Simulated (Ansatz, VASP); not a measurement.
ZrTi: VASP beside Ansatz

File INCAR:

```
PREC     = Accurate       # precision mode
ENCUT    = 520            # plane-wave cutoff, eV
EDIFF    = 1E-6           # SCF threshold, eV
ISMEAR   = 0              # smearing method
SIGMA    = 0.15           # smearing width, eV
LREAL    = F              # projectors in reciprocal space
LASPH    = T              # aspherical terms in the spheres
NELM     = 100            # most SCF steps
ALGO     = Normal         # electronic algorithm
ISIF     = 2              # what is computed and relaxed
LWAVE    = F              # write WAVECAR
LCHARG   = F              # write CHGCAR
NBANDS   = 19             # bands
```

The input KPOINTS:

```
regular mesh
0
Gamma
  16 16 12
```

The input POSCAR:

```
ZrTi
1.0
    3.1119350000      0.0583487812      0.0000000000
    0.0583487812      3.1119350000      0.0000000000
    0.0000000000      0.0000000000      4.1977650000
Zr Ti
1 1
Direct
    0.5000000000      0.5000000000      0.5000000000
    0.0000000000      0.0000000000      0.0000000000
```

Input for Ansatz:

```yaml
crystal:
  lattice:
    - [3.111935, 0.0583487812, 0.0]
    - [0.0583487812, 3.111935, 0.0]
    - [0.0, 0.0, 4.197765]
  atoms:
    - { symbol: Zr, position: [0.5, 0.5, 0.5] }
    - { symbol: Ti, position: [0.0, 0.0, 0.0] }
basis:
  ecutwfc: 420
kpoints:
  mp_grid: { grid: [16, 16, 12] }
hamiltonian:
  xc: lda
scf:
  occupations: { method: gaussian, width: 0.15 }
output:
  forces: true
  stress: true
  eigenvalues: true
```

Change from the starting cell: strain +0.0375 x Voigt [0, 0, 0, 0, 0, 1], atoms carried along.

Alike in both runs: task single point; functional LDA; k mesh 16 × 16 × 12; occupations gaussian, width 0.15 eV; no spin polarisation.

|  | VASP | Ansatz |
| --- | --- | --- |
| version | VASP 6.6.1 | Ansatz 0.2.0 |
| potentials or method | VASP PAW LDA potentials, release 64 (Zr_sv, Ti_sv) | scalar-relativistic, plane waves, PAW |
| plane-wave cutoff (eV) | 520 | 420 |
| valence electrons in the cell | 24 | 24 |

```csv
,VASP,Ansatz,Ansatz less VASP
gap on the k mesh at the Fermi level (eV),none,none,-
pressure (GPa),-7.4,-7.4,-0.07
largest component of the traceless stress (GPa),0.61,0.61,+0.004
```

A gap of «none» marks a metal or a gap that the smearing closes.
